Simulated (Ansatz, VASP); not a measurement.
# H49C25S10N15O22F10: VASP beside Ansatz, part 2 of 2

Wanted: the spread between two codes on one cell, functional and k mesh. Of the first pair: The structure shown is the start of the Ansatz relaxation below; VASP solves that cell, so the two are compared at the walk's first step.

VASP 6.6.1 and Ansatz 0.2.0.

So far: The starting structure; Ansatz: relaxation, PBE with D3(BJ).

## (3) VASP: single point, PBE with D3(BJ), start cell, pair 1

Level of this step: PBE with D3(BJ); plane waves and PAW (C, N, H, S, O, F) (VASP).

The same cell, functional and mesh now go to VASP, with its own data sets.

Lines of VASP's logs that name or quote its potential files are left out, and so is its time.

Input file INCAR:

```
SYSTEM = H49C25S10N15O22F10
PREC = Accurate
ENCUT = 520
EDIFF = 1E-06
NELM = 120
ISMEAR = 0
SIGMA = 0.01
LREAL = Auto
ALGO = Normal
GGA = PE
IVDW = 12
NBANDS = 334
LORBIT = 11
LWAVE = .FALSE.
LCHARG = .FALSE.
ISIF = 2
LASPH = .TRUE.
GGA_COMPAT = .FALSE.
EFERMI = MIDGAP
```

Input file POSCAR:

```
H49C25S10N15O22F10
1.0
   11.6859200000      0.0000000000      0.0000000000
    0.0000000000     11.6859200000      0.0000000000
    0.0000000000      0.0000000000     11.6859200000
C N H S O F
25 15 49 10 22 10
Direct
    0.6391024412      0.8396429207      0.9256010652
    0.7066966058      0.8202777359      0.1281798951
    0.6563967578      0.8484911757      0.2326303791
    0.4586973041      0.9090341197      0.2876624177
    0.5291667237      0.8868621384      0.0974163780
    0.9908590851      0.1991969824      0.8577672960
    0.9531727070      0.9852283774      0.8326002574
    0.9718190780      0.8939390309      0.9009731369
    0.0988796774      0.8801360954      0.0829117434
    0.0400310801      0.0482289798      0.9862381396
    0.2792077988      0.4429005162      0.3918561825
    0.1723441543      0.4280022454      0.5763174829
    0.1396124567      0.5018175719      0.6624039870
    0.1502663034      0.7058922190      0.7066966058
    0.2366779851      0.5989258869      0.5284307954
    0.4014489231      0.9785622356      0.6735113709
    0.5213539028      0.1371308378      0.5907878883
    0.5249565289      0.2524319865      0.6052326218
    0.4568574832      0.3932167942      0.7477460054
    0.4060698687      0.1835542259      0.7381104783
    0.9909703301      0.6086042006      0.3352667141
    0.8745824034      0.4660309158      0.4467427468
    0.8367334365      0.3566428659      0.4240316552
    0.8612586771      0.2089180826      0.2719683174
    0.9293577228      0.4177591495      0.2699830223
    0.6251540315      0.8462833906      0.0481776360
    0.5474109013      0.8912605939      0.2071809494
    0.0021393266      0.0786673193      0.8858267043
    0.0347169928      0.9354419678      0.9977905034
    0.2287196900      0.4889559401      0.4930634473
[... 95 atom lines left out ...]
    0.8290489752      0.3911459260      0.0293258896
    0.9109595137      0.4314765119      0.8611388748
    0.5726891849      0.5273097882      0.5758810603
    0.8544812903      0.8474814135      0.5495587853
    0.6581510057      0.2668510481      0.9117981297
    0.5716623081      0.1364890398      0.2441827430
```

Input file KPOINTS:

```
Automatic mesh
0
Gamma
1 1 1
0 0 0
```

PAW data sets: C, N, H, S, O and F (PBE family, release 64).

Started as:

```console
$ export OMP_NUM_THREADS=4
$ mpirun -np 1 vasp_gam
```

Numbers of over 12 decimals in the logs are rounded to 6 here.

The log of the run:

```text
[banner, memory and clock lines left out]
running    1 mpi-ranks, on    1 nodes
[...]
Offloading initialized ...    1 GPUs detected
[...]
LDA part: xc-table for (Slater+PW92), standard interpolation
 POSCAR, INCAR and KPOINTS ok, starting setup
[...]
entering main loop
       N       E                     dE             d eps       ncg     rms          rms(c)
DAV:   1     0.428875972790E+04    0.42888E+04   -0.27302E+05   692   0.138E+03
DAV:   2    -0.383304309651E+03   -0.46721E+04   -0.44768E+04   818   0.338E+02
DAV:   3    -0.820035429699E+03   -0.43673E+03   -0.43279E+03   808   0.110E+02
DAV:   4    -0.829941387376E+03   -0.99060E+01   -0.98491E+01   832   0.179E+01
[...]
DAV:  19    -0.750182440678E+03    0.48794E-05   -0.45899E-06   728   0.866E-03    0.358E-03
DAV:  20    -0.750182439599E+03    0.10783E-05   -0.34400E-06   752   0.522E-03    0.282E-03
DAV:  21    -0.750182439275E+03    0.32480E-06   -0.39829E-07   536   0.211E-03
   1 F= -.75846263E+03 E0= -.75846263E+03  d E =0.000000E+00
```

OUTCAR, selected parts (step 3):

```text
  FREE ENERGIE OF THE ION-ELECTRON SYSTEM (eV)
  ---------------------------------------------------
  free  energy   TOTEN  =      -758.4626300454 eV

  energy  without entropy=     -758.4626300454  energy(sigma->0) =     -758.46263005
```

The run ends at a pressure of 1.31 GPa, with forces up to 5.6 eV/Å.

## (4) Differences

Known differences besides the potentials themselves: fixed occupations in Ansatz, narrow Gaussian smearing in VASP; the cutoff is 420 eV in Ansatz and 520 eV in VASP (PREC = Accurate, projectors in real space). Total energies have different zeros and are not compared.

Forces on 9 of the 131 atoms, those with the largest forces and the largest differences (eV/Å; atoms numbered as in POSCAR):

```
atom          Ansatz x, y, z            VASP x, y, z
 C24    -1.403, 1.356, 3.679    -1.395, 1.352, 3.661
 N39    3.681, 1.903, -1.270    3.413, 1.929, -1.206
 S90     1.615, 2.473, 2.911     1.374, 2.555, 2.887
 S91   -2.338, -0.623, 3.753   -2.289, -1.085, 3.683
 S94     1.289, 0.477, 4.034     1.200, 0.731, 4.057
 S95  -0.067, -0.917, -4.247  -0.149, -0.660, -4.323
 S96  -5.717, -0.232, -0.701  -5.619, -0.022, -0.577
O103   0.966, -2.559, -2.773   1.059, -2.122, -2.551
O115   -0.936, 0.467, -1.143   -0.757, 0.261, -0.900
```

The forces differ by 81 meV/Å r.m.s., which is 7.5 % of the r.m.s. force of 1.087 eV/Å (both taken over all components).

## (5) Ansatz: relaxation, PBE with D3(BJ)

This run makes the geometry at which the two programs are then compared.

The structure compared here is the end of the Ansatz relaxation.

Input file input.yaml:

```yaml
crystal:
  lattice:
    - [11.68592, 0.0, 0.0]
    - [0.0, 11.68592, 0.0]
    - [0.0, 0.0, 11.68592]
  atoms:
    - { symbol: C, position: [0.6391, 0.83964, 0.9256] }
    - { symbol: "N", position: [0.62515, 0.84628, 0.04818] }
    - { symbol: C, position: [0.7067, 0.82028, 0.12818] }
    - { symbol: C, position: [0.6564, 0.84849, 0.23263] }
    - { symbol: "N", position: [0.54741, 0.89126, 0.20718] }
    - { symbol: C, position: [0.4587, 0.90903, 0.28766] }
    - { symbol: C, position: [0.52917, 0.88686, 0.09742] }
    - { symbol: H, position: [0.6193, 0.9164, 0.88281] }
    - { symbol: H, position: [0.58808, 0.7688, 0.89967] }
    - { symbol: H, position: [0.72781, 0.80978, 0.91237] }
    - { symbol: H, position: [0.78739, 0.78468, 0.10077] }
    - { symbol: H, position: [0.67994, 0.82408, 0.31856] }
    - { symbol: H, position: [0.40781, 0.8351, 0.30807] }
    - { symbol: H, position: [0.39235, 0.96024, 0.2425] }
    - { symbol: H, position: [0.4936, 0.9506, 0.36706] }
    - { symbol: H, position: [0.44507, 0.89489, 0.06247] }
    - { symbol: C, position: [0.99086, 0.1992, 0.85777] }
    - { symbol: "N", position: [0.00214, 0.07867, 0.88583] }
    - { symbol: C, position: [0.95317, 0.98523, 0.8326] }
    - { symbol: C, position: [0.97182, 0.89394, 0.90097] }
    - { symbol: "N", position: [0.03472, 0.93544, 0.99779] }
    - { symbol: C, position: [0.09888, 0.88014, 0.08291] }
    - { symbol: C, position: [0.04003, 0.04823, 0.98624] }
    - { symbol: H, position: [0.07767, 0.2357, 0.82585] }
    - { symbol: H, position: [0.97263, 0.24831, 0.93654] }
    - { symbol: H, position: [0.92727, 0.22003, 0.78716] }
    - { symbol: H, position: [0.9058, 0.99572, 0.75714] }
    - { symbol: H, position: [0.94156, 0.80928, 0.89822] }
    - { symbol: H, position: [0.13437, 0.79615, 0.04465] }
    - { symbol: H, position: [0.04531, 0.86248, 0.15466] }
    - { symbol: H, position: [0.16404, 0.94065, 0.11288] }
    - { symbol: H, position: [0.07502, 0.10447, 0.05403] }
    - { symbol: C, position: [0.27921, 0.4429, 0.39186] }
    - { symbol: "N", position: [0.22872, 0.48896, 0.49306] }
    - { symbol: C, position: [0.17234, 0.428, 0.57632] }
    - { symbol: C, position: [0.13961, 0.50182, 0.6624] }
    - { symbol: "N", position: [0.18082, 0.60531, 0.63227] }
    - { symbol: C, position: [0.15027, 0.70589, 0.7067] }
    - { symbol: C, position: [0.23668, 0.59893, 0.52843] }
    - { symbol: H, position: [0.28315, 0.50093, 0.31819] }
    - { symbol: H, position: [0.24006, 0.36007, 0.3684] }
    - { symbol: H, position: [0.36914, 0.42687, 0.40739] }
    - { symbol: H, position: [0.16743, 0.34121, 0.54931] }
    - { symbol: H, position: [0.08819, 0.48979, 0.73973] }
    - { symbol: H, position: [0.0648, 0.72073, 0.69491] }
    - { symbol: H, position: [0.20029, 0.78542, 0.68287] }
    - { symbol: H, position: [0.15372, 0.68336, 0.7956] }
    - { symbol: H, position: [0.28344, 0.66547, 0.48359] }
    - { symbol: C, position: [0.40145, 0.97856, 0.67351] }
    - { symbol: "N", position: [0.44537, 0.09343, 0.67354] }
    - { symbol: C, position: [0.52135, 0.13713, 0.59079] }
    - { symbol: C, position: [0.52496, 0.25243, 0.60523] }
    - { symbol: "N", position: [0.45801, 0.27713, 0.70305] }
    - { symbol: C, position: [0.45686, 0.39322, 0.74775] }
    - { symbol: C, position: [0.40607, 0.18355, 0.73811] }
    - { symbol: H, position: [0.45948, 0.92614, 0.7215] }
    - { symbol: H, position: [0.39951, 0.94464, 0.58703] }
    - { symbol: H, position: [0.32209, 0.97188, 0.71948] }
    - { symbol: H, position: [0.55065, 0.07775, 0.52072] }
    - { symbol: H, position: [0.55536, 0.31853, 0.55306] }
    - { symbol: H, position: [0.41384, 0.44884, 0.68891] }
    - { symbol: H, position: [0.54658, 0.41475, 0.75249] }
    - { symbol: H, position: [0.41775, 0.40067, 0.8358] }
    - { symbol: H, position: [0.34599, 0.18089, 0.80496] }
    - { symbol: C, position: [0.99097, 0.6086, 0.33527] }
    - { symbol: "N", position: [0.93608, 0.49867, 0.35091] }
    - { symbol: C, position: [0.87458, 0.46603, 0.44674] }
    - { symbol: C, position: [0.83673, 0.35664, 0.42403] }
    - { symbol: "N", position: [0.87738, 0.32682, 0.31959] }
    - { symbol: C, position: [0.86126, 0.20892, 0.27197] }
    - { symbol: C, position: [0.92936, 0.41776, 0.26998] }
    - { symbol: H, position: [0.00556, 0.65357, 0.41399] }
    - { symbol: H, position: [0.93318, 0.65901, 0.2812] }
    - { symbol: H, position: [0.07567, 0.5837, 0.29668] }
    - { symbol: H, position: [0.86901, 0.52412, 0.51978] }
    - { symbol: H, position: [0.7934, 0.29149, 0.47217] }
    - { symbol: H, position: [0.91675, 0.14848, 0.31061] }
    - { symbol: H, position: [0.87823, 0.20752, 0.18667] }
    - { symbol: H, position: [0.77751, 0.18466, 0.30921] }
    - { symbol: H, position: [0.97181, 0.41592, 0.18753] }
    - { symbol: "N", position: [0.35704, 0.50351, 0.03915] }
    - { symbol: S, position: [0.35993, 0.63545, 0.07438] }
    - { symbol: O, position: [0.32802, 0.66046, 0.19274] }
    - { symbol: O, position: [0.31906, 0.7217, 0.99508] }
    - { symbol: F, position: [0.50059, 0.65294, 0.08465] }
    - { symbol: S, position: [0.22954, 0.46274, 0.03239] }
    - { symbol: O, position: [0.16412, 0.45803, 0.14232] }
    - { symbol: O, position: [0.20798, 0.35847, 0.97774] }
    - { symbol: F, position: [0.168, 0.55532, 0.95703] }
    - { symbol: "N", position: [0.08862, 0.06849, 0.43069] }
    - { symbol: S, position: [0.19453, 0.98477, 0.41265] }
    - { symbol: O, position: [0.30219, 0.03856, 0.43865] }
    - { symbol: O, position: [0.19374, 0.91393, 0.31002] }
    - { symbol: F, position: [0.17657, 0.8905, 0.51314] }
    - { symbol: S, position: [0.05759, 0.08655, 0.56229] }
    - { symbol: O, position: [0.95218, 0.14992, 0.58473] }
    - { symbol: O, position: [0.15184, 0.11437, 0.64061] }
    - { symbol: F, position: [0.02717, 0.96008, 0.6077] }
    - { symbol: "N", position: [0.72426, 0.52558, 0.91663] }
    - { symbol: S, position: [0.78969, 0.51972, 0.02853] }
    - { symbol: O, position: [0.72127, 0.52788, 0.13105] }
    - { symbol: O, position: [0.89819, 0.57814, 0.03763] }
    - { symbol: F, position: [0.82905, 0.39115, 0.02933] }
    - { symbol: S, position: [0.80544, 0.50308, 0.81196] }
    - { symbol: O, position: [0.86405, 0.60447, 0.77462] }
    - { symbol: O, position: [0.75803, 0.42559, 0.7224] }
    - { symbol: F, position: [0.91096, 0.43148, 0.86114] }
    - { symbol: "N", position: [0.70987, 0.68275, 0.56515] }
    - { symbol: S, position: [0.58671, 0.65634, 0.59085] }
    - { symbol: O, position: [0.5051, 0.69218, 0.50204] }
    - { symbol: O, position: [0.55535, 0.66423, 0.70912] }
    - { symbol: F, position: [0.57269, 0.52731, 0.57588] }
    - { symbol: S, position: [0.72114, 0.82054, 0.57507] }
    - { symbol: O, position: [0.71756, 0.8571, 0.694] }
    - { symbol: O, position: [0.6656, 0.88949, 0.49157] }
    - { symbol: F, position: [0.85448, 0.84748, 0.54956] }
    - { symbol: "N", position: [0.58479, 0.28235, 0.09508] }
    - { symbol: S, position: [0.60853, 0.1813, 0.00559] }
    - { symbol: O, position: [0.51148, 0.128, 0.95124] }
    - { symbol: O, position: [0.7065, 0.10621, 0.0184] }
    - { symbol: F, position: [0.65815, 0.26685, 0.9118] }
    - { symbol: S, position: [0.50513, 0.24277, 0.19304] }
    - { symbol: O, position: [0.39101, 0.19678, 0.16781] }
    - { symbol: O, position: [0.50589, 0.3256, 0.28636] }
    - { symbol: F, position: [0.57166, 0.13649, 0.24418] }
    - { symbol: O, position: [0.15323, 0.2336, 0.20552] }
    - { symbol: H, position: [0.22904, 0.19605, 0.19264] }
    - { symbol: H, position: [0.15297, 0.31076, 0.16853] }
    - { symbol: O, position: [0.6535, 0.51652, 0.33888] }
    - { symbol: H, position: [0.59062, 0.4624, 0.31793] }
    - { symbol: H, position: [0.70341, 0.53002, 0.27068] }
kpoints:
  mp_grid: { grid: [1, 1, 1] }
hamiltonian:
  xc: pbe
  dispersion: d3bj
scf:
  occupations: { method: fixed }
output:
  forces: true
relax:
  f_tol: 0.05
  max_steps: 200
```

Started as:

```console
$ ansatz run input.yaml --threads 4 --pin off --max-ram 8192MiB --backend cpu --events-out ev --progress --plain --runs-dir out
```

The log of the run:

```text
[...]
Crystal: 131 atoms, lattice volume = 1595.838 Å³
Basis set: ecut = 420 eV, 31343 PW (Γ), exchange–correlation on 160×160×160 points (8 copies of the dense FFT grid, shifted against one another)
Bands: 374, of which v1, the nominal top of the filled ones, is band 243 counted from 1 (242 counted from 0)
Symmetry: 1 space group operations
[...]
k-points: 1
[...]
- { symbol: F, position: [0.680127, 0.227841, 0.870055] }
    - { symbol: S, position: [0.484115, 0.244662, 0.140441] }
    - { symbol: O, position: [0.399424, 0.154360, 0.129298] }
    - { symbol: O, position: [0.447947, 0.354280, 0.183553] }
    - { symbol: F, position: [0.569411, 0.195669, 0.239822] }
    - { symbol: O, position: [0.151188, 0.202760, 0.175861] }
    - { symbol: H, position: [0.231580, 0.179942, 0.173270] }
    - { symbol: H, position: [0.152695, 0.282996, 0.151968] }
    - { symbol: O, position: [0.665256, 0.481483, 0.265707] }
    - { symbol: H, position: [0.592963, 0.444270, 0.282634] }
    - { symbol: H, position: [0.656442, 0.500498, 0.184742] }
```

## (6) VASP: single point, PBE with D3(BJ), relaxed cell, pair 2

The same cell, functional and mesh now go to VASP, with its own data sets.

INCAR is that of step 3.

Input file POSCAR:

```
H49C25S10N15O22F10
1.0
   11.6859200000      0.0000000000      0.0000000000
    0.0000000000     11.6859200000      0.0000000000
    0.0000000000      0.0000000000     11.6859200000
C N H S O F
25 15 49 10 22 10
Direct
    0.6073400000      0.8147800000      0.9355500000
    0.6802500000      0.7953400000      0.1386200000
    0.6435800000      0.8324900000      0.2432100000
    0.4749400000      0.9502900000      0.3121400000
    0.5249300000      0.9002200000      0.1119800000
    0.9807000000      0.1786100000      0.9255100000
    0.9191700000      0.9746400000      0.8862800000
    0.9365400000      0.8718200000      0.9391200000
    0.0385500000      0.8070600000      0.1182500000
    0.0289000000      0.0048100000      0.0385200000
    0.2753300000      0.3988000000      0.3792900000
    0.2078400000      0.4016500000      0.5846900000
    0.1871800000      0.4853100000      0.6638100000
    0.1973500000      0.7010500000      0.6654400000
    0.2397200000      0.5696000000      0.5022800000
    0.4437300000      0.0850300000      0.6557900000
    0.5654700000      0.2573800000      0.6083100000
    0.5757300000      0.3658800000      0.6512400000
    0.4783300000      0.4769600000      0.8099800000
    0.4373900000      0.2778800000      0.7465400000
    0.9327300000      0.5172200000      0.2927900000
    0.8980900000      0.3610300000      0.4374700000
    0.8762000000      0.2463300000      0.4319100000
    0.8666200000      0.0998000000      0.2737900000
    0.9044900000      0.3091600000      0.2554500000
    0.6046300000      0.8378800000      0.0582800000
    0.5467200000      0.8978100000      0.2244400000
    0.9776900000      0.0558100000      0.9491400000
    0.0045600000      0.8926200000      0.0337600000
    0.2397700000      0.4561000000      0.4847100000
[... 95 atom lines left out ...]
    0.8301900000      0.4082200000      0.0106300000
    0.9464100000      0.4274900000      0.7768400000
    0.6441500000      0.6476000000      0.5013100000
    0.8208900000      0.8591400000      0.5344000000
    0.6801300000      0.2278400000      0.8700600000
    0.5694100000      0.1956700000      0.2398200000
```

KPOINTS is that of step 3.

Started as:

```console
$ export OMP_NUM_THREADS=4
$ mpirun -np 1 vasp_gam
```

The log of the run:

```text
[... set-up lines as in an earlier step ...]
 entering main loop
       N       E                     dE             d eps       ncg     rms          rms(c)
DAV:   1     0.432466062192E+04    0.43247E+04   -0.27204E+05   692   0.138E+03
DAV:   2    -0.387082919074E+03   -0.47117E+04   -0.45087E+04   834   0.338E+02
DAV:   3    -0.826184767459E+03   -0.43910E+03   -0.43547E+03   800   0.110E+02
DAV:   4    -0.836168063737E+03   -0.99833E+01   -0.99168E+01   832   0.180E+01
[...]
DAV:  18    -0.759075625831E+03    0.32180E-05   -0.54626E-06   776   0.822E-03    0.445E-03
DAV:  19    -0.759075624648E+03    0.11837E-05   -0.15869E-06   648   0.479E-03    0.224E-03
DAV:  20    -0.759075624081E+03    0.56651E-06   -0.61517E-07   528   0.330E-03
   1 F= -.76745096E+03 E0= -.76745096E+03  d E =0.000000E+00
```

From OUTCAR (step 6):

```text
  FREE ENERGIE OF THE ION-ELECTRON SYSTEM (eV)
  ---------------------------------------------------
  free  energy   TOTEN  =      -767.4509632009 eV

  energy  without entropy=     -767.4509632009  energy(sigma->0) =     -767.45096320
```

The run ends at a pressure of -0.41 GPa, with forces up to 0.31 eV/Å.

## (7) Side by side

The two programs side by side:

```
              quantity  Ansatz   VASP  difference
gap on the k mesh (eV)   4.509  4.505      +0.004
```

Forces on 7 of the 131 atoms, those with the largest forces and the largest differences (eV/Å; atoms numbered as in POSCAR):

```
atom         Ansatz x, y, z           VASP x, y, z
 S92    0.004, 0.009, 0.012  -0.050, 0.189, -0.216
 S93   0.011, 0.013, -0.001  -0.086, 0.283, -0.024
 S94    0.013, 0.016, 0.005   -0.117, 0.263, 0.021
 S95   0.005, 0.009, -0.004  -0.100, 0.248, -0.161
 S96  -0.005, -0.016, 0.026   -0.214, 0.077, 0.201
 S97   0.002, -0.011, 0.013   -0.165, 0.211, 0.115
 S98   0.003, -0.007, 0.002  -0.071, -0.237, 0.150
```

The forces differ by 81 meV/Å r.m.s., where the r.m.s. force is 0.007 eV/Å in Ansatz and 0.081 eV/Å in VASP: the atoms lie near their places of rest in Ansatz, so a percentage would say little (all taken over all components). A gap on the mesh is an upper bound, since the band edges may lie between its points.

## (8) Summary of results

| Item | Value |
| --- | --- |
| r.m.s. force difference (single point, PBE with D3(BJ), start cell, pair 1) | 7.5 % of the r.m.s. force |
| r.m.s. force difference (single point, PBE with D3(BJ), relaxed cell, pair 2) | 81 meV/Å |

In words: The r.m.s. force difference is 81 meV/Å (single point, PBE with D3(BJ), relaxed cell, pair 2), beyond the 12 meV/Å picked in this series as the mark of a large difference. What causes the difference of the single point, PBE with D3(BJ), start cell, pair 1 pair stays open here. What causes the difference of the single point, PBE with D3(BJ), relaxed cell, pair 2 pair stays open here. Such differences can come from data sets, numerical settings and the points named under the comparisons, not from the functional's error against experiment.

[Lines on the potential files, build, host, timing and source positions are cut from VASP's logs without a mark.]

[Logs are printed without paths, hosts, clocks, repeated set-up lines and the standing remarks that a program may print on its own settings, such as how far it seeks lower states.]

[Hosts, paths, dates, database ids (printed as entryN), source tags and the programs' standing remarks are cut or masked in the printed files.]
